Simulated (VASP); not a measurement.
All values below come from rev-vdW-DF2, VASP's PBE PAW potentials (set 64) (plane waves; VASP).

The input files of a VASP run:

**POSCAR**
```
Co
1
    1.2367109225    -2.1420463782    -0.0000000000
    1.2367109225     2.1420463782    -0.0000000000
    0.0000000000     0.0000000000     3.9876323226
Co
2
Direct
  0.3333330000   0.6666670000   0.2500000000
  0.6666670000   0.3333330000   0.7500000000
```

INCAR:
```
SYSTEM = Co
PREC = Accurate
ENCUT = 520
EDIFF = 1E-7
NELM = 100
ALGO = Normal
LREAL = .FALSE.
LASPH = .TRUE.
ISMEAR = -5
GGA = MK
PARAM1 = 0.1234568
PARAM2 = 0.7114
ZAB_VDW = -1.8867
LUSE_VDW = .TRUE.
AGGAC = 0.0
LMAXMIX = 4
ISPIN = 2
MAGMOM = 1.6 1.6
LORBIT = 11
LWAVE = .FALSE.
LCHARG = .TRUE.
NEDOS = 601
ISIF = 2
```

KPOINTS:
```
Automatic mesh
0
G
19 19 10
```

POTCAR, in this order: Co (PBE.64 set). Program: vasp_std.

What will the output report for the number of irreducible k-points (NKPTS), largest plane-wave count, number of space-group operations, FFT grid (NGX, NGY, NGZ)?

The number of irreducible k-points (NKPTS) is 240 and the largest plane-wave count comes out as 580. The number of space-group operations comes out as 24. The FFT grid (NGX, NGY, NGZ) comes out as 18 × 18 × 30.

The compound is Co in the hcp structure. It was relaxed first.
